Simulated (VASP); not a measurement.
All values below come from LDA (Ceperley-Alder, Perdew-Zunger), VASP's LDA PAW potentials (set 64) (plane waves; VASP).

The input files of a VASP run:

**INCAR**
```
ALGO = Normal
EDIFF = 1E-7
ENCUT = 400
IBRION = 6
ISIF = 2
ISMEAR = 1
LASPH = T
LCHARG = F
LMAXMIX = 4
LPHON_DISPERSION = T
LREAL = F
LWAVE = F
NELM = 100
NFREE = 2
NSW = 1
POTIM = 0.015
PREC = Accurate
SIGMA = 0.1
SYSTEM = Ag
```

File POSCAR:
```
Ag
1
    0.0000000000     7.9967729560     7.9967729560
    7.9967729560     0.0000000000     7.9967729560
    7.9967729560     7.9967729560     0.0000000000
Ag
64
Direct
  0.0000000000   0.0000000000   0.0000000000
  0.0000000000   0.0000000000   0.2500000000
  0.0000000000   0.0000000000   0.5000000000
  0.0000000000   0.0000000000   0.7500000000
  0.0000000000   0.2500000000   0.0000000000
  0.0000000000   0.2500000000   0.2500000000
  0.0000000000   0.2500000000   0.5000000000
  0.0000000000   0.2500000000   0.7500000000
  0.0000000000   0.5000000000   0.0000000000
  0.0000000000   0.5000000000   0.2500000000
  0.0000000000   0.5000000000   0.5000000000
  0.0000000000   0.5000000000   0.7500000000
  0.0000000000   0.7500000000   0.0000000000
  0.0000000000   0.7500000000   0.2500000000
  0.0000000000   0.7500000000   0.5000000000
  0.0000000000   0.7500000000   0.7500000000
  0.2500000000   0.0000000000   0.0000000000
  0.2500000000   0.0000000000   0.2500000000
  0.2500000000   0.0000000000   0.5000000000
  0.2500000000   0.0000000000   0.7500000000
  0.2500000000   0.2500000000   0.0000000000
  0.2500000000   0.2500000000   0.2500000000
  0.2500000000   0.2500000000   0.5000000000
  0.2500000000   0.2500000000   0.7500000000
  0.2500000000   0.5000000000   0.0000000000
  0.2500000000   0.5000000000   0.2500000000
  0.2500000000   0.5000000000   0.5000000000
  0.2500000000   0.5000000000   0.7500000000
  0.2500000000   0.7500000000   0.0000000000
  0.2500000000   0.7500000000   0.2500000000
  0.2500000000   0.7500000000   0.5000000000
  0.2500000000   0.7500000000   0.7500000000
  0.5000000000   0.0000000000   0.0000000000
  0.5000000000   0.0000000000   0.2500000000
  0.5000000000   0.0000000000   0.5000000000
  0.5000000000   0.0000000000   0.7500000000
  0.5000000000   0.2500000000   0.0000000000
  0.5000000000   0.2500000000   0.2500000000
  0.5000000000   0.2500000000   0.5000000000
  0.5000000000   0.2500000000   0.7500000000
  0.5000000000   0.5000000000   0.0000000000
  0.5000000000   0.5000000000   0.2500000000
  0.5000000000   0.5000000000   0.5000000000
  0.5000000000   0.5000000000   0.7500000000
  0.5000000000   0.7500000000   0.0000000000
  0.5000000000   0.7500000000   0.2500000000
  0.5000000000   0.7500000000   0.5000000000
  0.5000000000   0.7500000000   0.7500000000
  0.7500000000   0.0000000000   0.0000000000
  0.7500000000   0.0000000000   0.2500000000
  0.7500000000   0.0000000000   0.5000000000
  0.7500000000   0.0000000000   0.7500000000
  0.7500000000   0.2500000000   0.0000000000
  0.7500000000   0.2500000000   0.2500000000
  0.7500000000   0.2500000000   0.5000000000
  0.7500000000   0.2500000000   0.7500000000
  0.7500000000   0.5000000000   0.0000000000
  0.7500000000   0.5000000000   0.2500000000
  0.7500000000   0.5000000000   0.5000000000
  0.7500000000   0.5000000000   0.7500000000
  0.7500000000   0.7500000000   0.0000000000
  0.7500000000   0.7500000000   0.2500000000
  0.7500000000   0.7500000000   0.5000000000
  0.7500000000   0.7500000000   0.7500000000
```

**KPOINTS**
```
Automatic mesh
0
G
 3 3 3
```

QPOINTS:
```
k-points along high-symmetry lines
13
Line-mode
Cartesian
  0.000000   0.000000   0.000000 ! GAMMA
  0.000000   0.250101   0.000000 ! X

  0.000000   0.250101   0.000000 ! X
  0.062525   0.250101   0.062525 ! U

  0.187576   0.187576   0.000000 ! K
  0.000000   0.000000   0.000000 ! GAMMA

  0.000000   0.000000   0.000000 ! GAMMA
  0.125050   0.125050   0.125050 ! L

  0.125050   0.125050   0.125050 ! L
  0.125050   0.250101   0.000000 ! W

  0.125050   0.250101   0.000000 ! W
  0.000000   0.250101   0.000000 ! X
```

POTCAR, in this order: Ag (LDA.64 set). Program: vasp_std.

Output

### OSZICAR
```
       N       E                     dE             d eps       ncg     rms          rms(c)
DAV:   1     0.472348620694E+04    0.47235E+04   -0.30953E+05  3376   0.138E+03
DAV:   2    -0.752135371786E+02   -0.47987E+04   -0.45619E+04  3400   0.357E+02
DAV:   3    -0.261049395594E+03   -0.18584E+03   -0.18100E+03  3584   0.750E+01
DAV:   4    -0.263061392615E+03   -0.20120E+01   -0.20048E+01  3568   0.753E+00
DAV:   5    -0.263074787632E+03   -0.13395E-01   -0.13393E-01  3592   0.608E-01    0.522E+01
DAV:   6    -0.242817737203E+03    0.20257E+02   -0.67893E+01  3482   0.178E+01    0.318E+01
DAV:   7    -0.241909721948E+03    0.90802E+00   -0.11760E+00  3504   0.172E+00    0.155E+01
DAV:   8    -0.241651353534E+03    0.25837E+00   -0.80517E-02  3512   0.622E-01    0.850E-01
DAV:   9    -0.241651892437E+03   -0.53890E-03   -0.17211E-03  3600   0.875E-02    0.942E-02
DAV:  10    -0.241651988441E+03   -0.96004E-04   -0.15196E-04  3472   0.258E-02    0.186E-02
DAV:  11    -0.241651988510E+03   -0.69675E-07   -0.22350E-06  3456   0.210E-03    0.985E-03
DAV:  12    -0.241651988669E+03   -0.15889E-06   -0.25034E-07  2384   0.109E-03    0.291E-03
DAV:  13    -0.241651988661E+03    0.81491E-08   -0.46478E-08  1832   0.503E-04
   1 F= -.24165199E+03 E0= -.24165205E+03  d E =0.177042E-03
 Found     1 degrees of freedom:
       N       E                     dE             d eps       ncg     rms          rms(c)
DAV:   1    -0.241650667012E+03    0.13217E-02   -0.15434E+00  5112   0.172E+00    0.670E-02
DAV:   2    -0.241651318613E+03   -0.65160E-03   -0.68769E-03  5312   0.176E-01    0.487E-02
DAV:   3    -0.241651275383E+03    0.43231E-04   -0.80598E-05  5306   0.162E-02    0.290E-02
DAV:   4    -0.241651264156E+03    0.11227E-04   -0.74785E-05  5232   0.135E-02    0.786E-03
DAV:   5    -0.241651261770E+03    0.23854E-05   -0.45793E-06  5240   0.521E-03    0.345E-03
DAV:   6    -0.241651261440E+03    0.33034E-06   -0.11690E-06  5280   0.173E-03    0.102E-03
DAV:   7    -0.241651261431E+03    0.94587E-08   -0.55768E-08  2824   0.503E-04
   2 F= -.24165126E+03 E0= -.24165132E+03  d E =0.178154E-03
       N       E                     dE             d eps       ncg     rms          rms(c)
DAV:   1    -0.241649193479E+03    0.20680E-02   -0.54975E+00  5088   0.305E+00    0.136E-01
DAV:   2    -0.241651475714E+03   -0.22822E-02   -0.24505E-02  5312   0.332E-01    0.965E-02
DAV:   3    -0.241651298634E+03    0.17708E-03   -0.35131E-04  5314   0.341E-02    0.511E-02
DAV:   4    -0.241651270913E+03    0.27721E-04   -0.21270E-04  5232   0.244E-02    0.144E-02
DAV:   5    -0.241651262504E+03    0.84091E-05   -0.16469E-05  5234   0.913E-03    0.658E-03
DAV:   6    -0.241651261443E+03    0.10608E-05   -0.44778E-06  5312   0.330E-03    0.185E-03
DAV:   7    -0.241651261433E+03    0.10215E-07   -0.10789E-07  3272   0.856E-04
   3 F= -.24165126E+03 E0= -.24165132E+03  d E =0.178150E-03
```

File OUTCAR:
```
------------------------ aborting loop because EDIFF is reached ----------------------------------------
  FORCE on cell =-STRESS in cart. coord.  units (eV):
  Direction    XX          YY          ZZ          XY          YZ          ZX
  --------------------------------------------------------------------------------------
  Total        0.2852652      0.2852138      0.2852138     -0.0000000      0.0000000      0.0000000
  in kB        0.4468740      0.4467936      0.4467936     -0.0000000      0.0000000      0.0000000
  external PRESSURE =       0.4468204 kB  Pullay stress =       0.0000000 kB
  volume of cell :     1022.76
      direct lattice vectors                 reciprocal lattice vectors
     0.000000000  7.996772956  7.996772956    -0.062525221  0.062525221  0.062525221
     7.996772956  0.000000000  7.996772956     0.062525221 -0.062525221  0.062525221
     7.996772956  7.996772956  0.000000000     0.062525221  0.062525221 -0.062525221
 POSITION                                       TOTAL-FORCE (eV/Angst)
 -----------------------------------------------------------------------------------
     -0.01500      0.00000      0.00000         0.097127      0.000000      0.000000
      1.99919      1.99919      0.00000        -0.012592     -0.014611      0.000000
      3.99839      3.99839      0.00000         0.000153      0.000286      0.000000
      5.99758      5.99758      0.00000        -0.013195     -0.015445      0.000000
      1.99919      0.00000      1.99919        -0.012592      0.000000     -0.014611
      3.99839      1.99919      1.99919        -0.000479     -0.000236     -0.000236
      5.99758      3.99839      1.99919        -0.000159     -0.000239      0.000223
      7.99677      5.99758      1.99919         0.002845      0.000034     -0.000034
      3.99839      0.00000      3.99839         0.000153      0.000000      0.000286
      5.99758      1.99919      3.99839        -0.000159      0.000223     -0.000239
      7.99677      3.99839      3.99839        -0.000186      0.000000      0.000000
      9.99597      5.99758      3.99839        -0.000158      0.000221     -0.000238
      5.99758      0.00000      5.99758        -0.013195      0.000000     -0.015445
      7.99677      1.99919      5.99758         0.002845     -0.000034      0.000034
      9.99597      3.99839      5.99758        -0.000158     -0.000238      0.000221
     11.99516      5.99758      5.99758        -0.000474     -0.000240     -0.000240
      0.00000      1.99919      1.99919         0.002845     -0.000034     -0.000034
      1.99919      3.99839      1.99919        -0.000158     -0.000238     -0.000221
      3.99839      5.99758      1.99919        -0.000474     -0.000240      0.000240
      5.99758      7.99677      1.99919        -0.013195      0.000000      0.015445
      1.99919      1.99919      3.99839        -0.000158     -0.000221     -0.000238
      3.99839      3.99839      3.99839         0.000070      0.000000      0.000000
      5.99758      5.99758      3.99839        -0.000159     -0.000223      0.000239
      7.99677      7.99677      3.99839         0.000441      0.000000     -0.000006
      3.99839      1.99919      5.99758        -0.000474      0.000240     -0.000240
      5.99758      3.99839      5.99758        -0.000159      0.000239     -0.000223
      7.99677      5.99758      5.99758        -0.000121      0.000002      0.000002
      9.99597      7.99677      5.99758         0.000085      0.000000      0.000174
      5.99758      1.99919      7.99677        -0.013195      0.015445      0.000000
      7.99677      3.99839      7.99677         0.000441     -0.000006      0.000000
      9.99597      5.99758      7.99677         0.000085      0.000174      0.000000
     11.99516      7.99677      7.99677        -0.001471      0.000000      0.000000
      0.00000      3.99839      3.99839        -0.000186      0.000000      0.000000
      1.99919      5.99758      3.99839        -0.000158      0.000221      0.000238
      3.99839      7.99677      3.99839         0.000153      0.000000     -0.000286
      5.99758      9.99597      3.99839        -0.000159      0.000223      0.000239
      1.99919      3.99839      5.99758        -0.000158      0.000238      0.000221
      3.99839      5.99758      5.99758        -0.000479      0.000236      0.000236
      5.99758      7.99677      5.99758         0.000091      0.000000     -0.000176
      7.99677      9.99597      5.99758        -0.000121     -0.000002      0.000002
      3.99839      3.99839      7.99677         0.000153     -0.000286      0.000000
      5.99758      5.99758      7.99677         0.000091     -0.000176      0.000000
      7.99677      7.99677      7.99677         0.001555      0.000000      0.000000
      9.99597      9.99597      7.99677         0.000085     -0.000174      0.000000
      5.99758      3.99839      9.99597        -0.000159      0.000239      0.000223
      7.99677      5.99758      9.99597        -0.000121      0.000002     -0.000002
      9.99597      7.99677      9.99597         0.000085      0.000000     -0.000174
     11.99516      9.99597      9.99597        -0.000474      0.000240      0.000240
      0.00000      5.99758      5.99758         0.002845      0.000034      0.000034
      1.99919      7.99677      5.99758        -0.012592      0.000000      0.014611
      3.99839      9.99597      5.99758        -0.000479     -0.000236      0.000236
      5.99758     11.99516      5.99758        -0.000159     -0.000239     -0.000223
      1.99919      5.99758      7.99677        -0.012592      0.014611      0.000000
      3.99839      7.99677      7.99677        -0.001452      0.000000      0.000000
      5.99758      9.99597      7.99677         0.000091      0.000176      0.000000
      7.99677     11.99516      7.99677         0.000441      0.000006      0.000000
      3.99839      5.99758      9.99597        -0.000479      0.000236     -0.000236
      5.99758      7.99677      9.99597         0.000091      0.000000      0.000176
      7.99677      9.99597      9.99597        -0.000121     -0.000002     -0.000002
      9.99597     11.99516      9.99597        -0.000158      0.000238     -0.000221
      5.99758      5.99758     11.99516        -0.000159     -0.000223     -0.000239
      7.99677      7.99677     11.99516         0.000441      0.000000      0.000006
      9.99597      9.99597     11.99516        -0.000158     -0.000221      0.000238
     11.99516     11.99516     11.99516         0.000070      0.000000      0.000000
 -----------------------------------------------------------------------------------
    total drift:                                0.000331     -0.000000     -0.000000
  FREE ENERGIE OF THE ION-ELECTRON SYSTEM (eV)
  ---------------------------------------------------
  free  energy   TOTEN  =      -241.6512614329 eV

  energy  without entropy=     -241.6514395825  energy(sigma->0) =     -241.65132082
```
(Selected blocks of OUTCAR.)

The cell is a supercell, built from Ag (fcc).
